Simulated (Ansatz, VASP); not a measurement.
# SrPbSe3: VASP beside Ansatz, part 2 of 3

Wanted: the spread between two codes on one cell, functional and k mesh. The cell is generated by rule, not measured, and may not be a known phase. The cell is taken from a series of runs on this material, whose earlier steps may have relaxed, scaled, displaced or heated it; both programs get it as it stands.

VASP 6.6.1 and Ansatz 0.2.0.

So far: The starting structure; VASP: zone-centre phonons, PBE.

**2. VASP: zone-centre phonons, PBE (continued)**

Level of this step: PBE; plane waves and PAW (Sr_sv, Pb_d, Se); invented cell (VASP).

OUTCAR, selected parts (step 2):

```text
ion  position               nearest neighbor table
   1  0.000  0.000  0.000-   3 3.86   4 3.86   5 3.86   4 3.86   5 3.86   3 3.86   5 3.86   5 3.86
                             3 3.86   4 3.86   4 3.86   3 3.86
   2  0.500  0.500  0.500-   3 2.73   4 2.73   5 2.73   3 2.73   4 2.73   5 2.73
   3  0.500  0.500  0.000-   2 2.73   2 2.73   1 3.86   1 3.86   1 3.86   1 3.86
   4  0.500  0.000  0.500-   2 2.73   2 2.73   1 3.86   1 3.86   1 3.86   1 3.86
   5  0.000  0.500  0.500-   2 2.73   2 2.73   1 3.86   1 3.86   1 3.86   1 3.86

  LATTYP: Found a simple cubic cell.
 ALAT       =     5.4577123742

 Subroutine GETGRP returns: Found 48 space group operations
 (whereof 48 operations were pure point group operations)

The static configuration has the point symmetry O_h .

 Found     35 irreducible k-points:

   k-points           NKPTS =     35   k-points in BZ     NKDIM =     35   number of bands    NBANDS=     27

   dimension x,y,z NGX =    40 NGY =   40 NGZ =   40
   dimension x,y,z NGXF=    80 NGYF=   80 NGZF=   80

   ENCUT  =  500.0 eV  36.75 Ry    6.06 a.u.   9.95  9.95  9.95*2*pi/ulx,y,z

   NELECT =      42.0000    total number of electrons

 k-points in reciprocal lattice and weights: Automatic mesh
   0.00000000  0.00000000  0.00000000       0.002
   0.12500000  0.00000000  0.00000000       0.012
   0.25000000  0.00000000  0.00000000       0.012
   0.37500000  0.00000000  0.00000000       0.012
   0.50000000  0.00000000  0.00000000       0.006
   0.12500000  0.12500000  0.00000000       0.023
   0.25000000  0.12500000  0.00000000       0.047
   0.37500000  0.12500000  0.00000000       0.047
   0.50000000  0.12500000  0.00000000       0.023
[...]
0.50000000  0.50000000  0.37500000       0.012
   0.50000000  0.50000000  0.50000000       0.002

 average (electrostatic) potential at core
       1 -39.8996       2 -94.7422       3 -54.9002       4 -54.9002       5 -54.9002

  Total        0.0164695      0.0164695      0.0164695      0.0000000      0.0000000     -0.0000000
  in kB        0.1623149      0.1623149      0.1623149      0.0000000      0.0000000     -0.0000000
[...]
POSITION                                       TOTAL-FORCE (eV/Angst)
 -----------------------------------------------------------------------------------
      0.00000      0.00000      0.00000         0.000000      0.000000      0.000000
      2.72886      2.72886      2.72886         0.000000      0.000000      0.000000
      2.72886      2.72886      0.00000         0.000000      0.000000      0.000000
      2.72886      0.00000      2.72886         0.000000      0.000000      0.000000
      0.00000      2.72886      2.72886         0.000000      0.000000      0.000000
 -----------------------------------------------------------------------------------
    total drift:                               -0.000000      0.000000     -0.000000

 Eigenvectors and eigenvalues of the dynamical matrix
 ----------------------------------------------------

   1 f  =    5.801389 THz    36.451204 2PiTHz  193.513515 cm-1    23.992607 meV
             X         Y         Z           dx          dy          dz
      0.000000  0.000000  0.000000     0.021437    0.006320   -0.000000
      2.728856  2.728856  2.728856     0.400641    0.118121    0.000000
      2.728856  2.728856  0.000000     0.094433    0.027842   -0.000000
      2.728856  0.000000  2.728856     0.094433   -0.253830    0.000000
      0.000000  2.728856  2.728856    -0.860941    0.027842    0.000000

   2 f  =    5.801389 THz    36.451204 2PiTHz  193.513515 cm-1    23.992607 meV
             X         Y         Z           dx          dy          dz
      0.000000  0.000000  0.000000    -0.000000   -0.000000    0.022349
      2.728856  2.728856  2.728856    -0.000000   -0.000000    0.417691
      2.728856  2.728856  0.000000    -0.000000   -0.000000   -0.897580
      2.728856  0.000000  2.728856    -0.000000    0.000000    0.098452
      0.000000  2.728856  2.728856     0.000000   -0.000000    0.098452

   3 f  =    5.801389 THz    36.451204 2PiTHz  193.513515 cm-1    23.992607 meV
             X         Y         Z           dx          dy          dz
      0.000000  0.000000  0.000000    -0.006320    0.021437   -0.000000
      2.728856  2.728856  2.728856    -0.118121    0.400641   -0.000000
      2.728856  2.728856  0.000000    -0.027842    0.094433   -0.000000
      2.728856  0.000000  2.728856    -0.027842   -0.860941   -0.000000
      0.000000  2.728856  2.728856     0.253830    0.094433    0.000000

   4 f  =    0.015865 THz     0.099686 2PiTHz    0.529215 cm-1     0.065614 meV
             X         Y         Z           dx          dy          dz
      0.000000  0.000000  0.000000    -0.424283    0.003587    0.009170
      2.728856  2.728856  2.728856    -0.604506    0.005111    0.013066
      2.728856  2.728856  0.000000    -0.394247    0.003333    0.008178
      2.728856  0.000000  2.728856    -0.394247    0.003199    0.008521
      0.000000  2.728856  2.728856    -0.378360    0.003333    0.008521

   5 f  =    0.015865 THz     0.099686 2PiTHz    0.529215 cm-1     0.065614 meV
             X         Y         Z           dx          dy          dz
      0.000000  0.000000  0.000000     0.003591    0.424382    0.000128
      2.728856  2.728856  2.728856     0.005116    0.604647    0.000182
      2.728856  2.728856  0.000000     0.003337    0.394339    0.000114
      2.728856  0.000000  2.728856     0.003337    0.378448    0.000119
      0.000000  2.728856  2.728856     0.003202    0.394339    0.000119

   6 f  =    0.015865 THz     0.099686 2PiTHz    0.529215 cm-1     0.065614 meV
             X         Y         Z           dx          dy          dz
      0.000000  0.000000  0.000000     0.009169   -0.000205    0.424298
      2.728856  2.728856  2.728856     0.013064   -0.000293    0.604528
      2.728856  2.728856  0.000000     0.008520   -0.000191    0.378373
      2.728856  0.000000  2.728856     0.008520   -0.000183    0.394261
      0.000000  2.728856  2.728856     0.008177   -0.000191    0.394261

   7 f/i=    0.516634 THz     3.246105 2PiTHz   17.233045 cm-1     2.136624 meV
             X         Y         Z           dx          dy          dz
      0.000000  0.000000  0.000000     0.011419   -0.004712    0.615246
      2.728856  2.728856  2.728856    -0.012025    0.004961   -0.647861
      2.728856  2.728856  0.000000     0.005087   -0.002099   -0.226036
      2.728856  0.000000  2.728856     0.005087    0.001731    0.274093
      0.000000  2.728856  2.728856    -0.004195   -0.002099    0.274093

   8 f/i=    0.516634 THz     3.246105 2PiTHz   17.233045 cm-1     2.136624 meV
             X         Y         Z           dx          dy          dz
      0.000000  0.000000  0.000000    -0.194186   -0.583927   -0.000868
      2.728856  2.728856  2.728856     0.204480    0.614882    0.000914
      2.728856  2.728856  0.000000    -0.086510   -0.260140    0.000319
      2.728856  0.000000  2.728856    -0.086510    0.214530   -0.000387
      0.000000  2.728856  2.728856     0.071342   -0.260140   -0.000387

   9 f/i=    0.516634 THz     3.246105 2PiTHz   17.233045 cm-1     2.136624 meV
             X         Y         Z           dx          dy          dz
      0.000000  0.000000  0.000000    -0.583816    0.194131    0.012323
      2.728856  2.728856  2.728856     0.614765   -0.204422   -0.012976
      2.728856  2.728856  0.000000    -0.260091    0.086485   -0.004527
      2.728856  0.000000  2.728856    -0.260091   -0.071322    0.005490
      0.000000  2.728856  2.728856     0.214490    0.086485    0.005490

  10 f/i=    1.889820 THz    11.874089 2PiTHz   63.037607 cm-1     7.815664 meV
             X         Y         Z           dx          dy          dz
      0.000000  0.000000  0.000000     0.000000   -0.000000   -0.000000
      2.728856  2.728856  2.728856     0.000000   -0.000000   -0.000000
      2.728856  2.728856  0.000000    -0.003737    0.062420   -0.000000
      2.728856  0.000000  2.728856     0.003737   -0.000000   -0.704336
      0.000000  2.728856  2.728856     0.000000   -0.062420    0.704336

  11 f/i=    1.889820 THz    11.874089 2PiTHz   63.037607 cm-1     7.815664 meV
             X         Y         Z           dx          dy          dz
      0.000000  0.000000  0.000000    -0.000000   -0.000000   -0.000000
      2.728856  2.728856  2.728856    -0.000000    0.000000    0.000000
      2.728856  2.728856  0.000000    -0.025456   -0.703902    0.000000
      2.728856  0.000000  2.728856     0.025456    0.000000   -0.062247
      0.000000  2.728856  2.728856    -0.000000    0.703902    0.062247

  12 f/i=    1.889820 THz    11.874089 2PiTHz   63.037607 cm-1     7.815664 meV
             X         Y         Z           dx          dy          dz
      0.000000  0.000000  0.000000     0.000000    0.000000   -0.000000
      2.728856  2.728856  2.728856     0.000000   -0.000000    0.000000
      2.728856  2.728856  0.000000    -0.706639    0.025027    0.000000
      2.728856  0.000000  2.728856     0.706639   -0.000000    0.005968
      0.000000  2.728856  2.728856    -0.000000   -0.025027   -0.005968

  13 f/i=    2.424124 THz    15.231220 2PiTHz   80.860071 cm-1    10.025367 meV
             X         Y         Z           dx          dy          dz
      0.000000  0.000000  0.000000    -0.662499   -0.042299   -0.003709
      2.728856  2.728856  2.728856    -0.199633   -0.012746   -0.001118
      2.728856  2.728856  0.000000     0.508501    0.032467    0.000012
      2.728856  0.000000  2.728856     0.508501    0.000138    0.002847
      0.000000  2.728856  2.728856     0.002156    0.032467    0.002847

  14 f/i=    2.424124 THz    15.231220 2PiTHz   80.860071 cm-1    10.025367 meV
             X         Y         Z           dx          dy          dz
      0.000000  0.000000  0.000000     0.037356   -0.608187    0.263478
      2.728856  2.728856  2.728856     0.011257   -0.183267    0.079394
      2.728856  2.728856  0.000000    -0.028673    0.466814   -0.000857
      2.728856  0.000000  2.728856    -0.028673    0.001979   -0.202232
      0.000000  2.728856  2.728856    -0.000122    0.466814   -0.202232

  15 f/i=    2.424124 THz    15.231220 2PiTHz   80.860071 cm-1    10.025367 meV
             X         Y         Z           dx          dy          dz
      0.000000  0.000000  0.000000     0.020186   -0.262729   -0.609322
      2.728856  2.728856  2.728856     0.006083   -0.079169   -0.183609
      2.728856  2.728856  0.000000    -0.015494    0.201658    0.001983
      2.728856  0.000000  2.728856    -0.015494    0.000855    0.467685
      0.000000  2.728856  2.728856    -0.000066    0.201658    0.467685

 ELASTIC MODULI CONTR FROM IONIC RELAXATION (kBar)
 Direction    XX          YY          ZZ          XY          YZ          ZX
 --------------------------------------------------------------------------------
 XX           0.0000      0.0000      0.0000      0.0000      0.0000      0.0000
 YY           0.0000      0.0000      0.0000      0.0000      0.0000      0.0000
 ZZ           0.0000      0.0000      0.0000      0.0000      0.0000      0.0000
 XY           0.0000      0.0000      0.0000      0.0000      0.0000      0.0000
 YZ           0.0000      0.0000      0.0000      0.0000      0.0000      0.0000
 ZX           0.0000      0.0000      0.0000      0.0000      0.0000      0.0000
 --------------------------------------------------------------------------------
```

(Continued in part 3 of 3.)

[Lines on the potential files, build, host, timing and source positions are cut from VASP's logs without a mark.]

[Logs are printed without paths, hosts, clocks, repeated set-up lines and the standing remarks that a program may print on its own settings, such as how far it seeks lower states.]

[Hosts, paths, dates, database ids (printed as entryN), source tags and the programs' standing remarks are cut or masked in the printed files.]
